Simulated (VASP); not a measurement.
```yaml
crystal:
  lattice:
    - [1.64299, -2.84574, 0.00000]
    - [1.64299, 2.84574, 0.00000]
    - [0.00000, 0.00000, 5.30473]
  atoms:
    - { symbol: Zn, position: [0.66667, 0.33333, 0.50125] }
    - { symbol: Zn, position: [0.33333, 0.66667, 0.00125] }
    - { symbol: O, position: [0.66667, 0.33333, 0.88075] }
    - { symbol: O, position: [0.33333, 0.66667, 0.38075] }
```

All values below come from PBE GGA, VASP's PBE PAW potentials (set 64) (plane waves; VASP). Run with 520 eV cut-off, 9×9×5 Γ-centred mesh, tetrahedra with Blöchl corrections, potentials Zn O.

The cores are frozen, which limits the accuracy of field gradients.

### Question
Give the principal components of the electric field gradient (V/Å²) and the asymmetry η at each nucleus.

### Answer

```tsv
atom	Vxx	Vyy	Vzz	η
Zn1	-2.6	-2.6	5.2	0.00
Zn2	-2.6	-2.6	5.2	0.00
O3	0.6	0.6	-1.2	0.01
O4	0.6	0.6	-1.2	0.01
```

The compound is ZnO in the wurtzite structure. It was relaxed first.
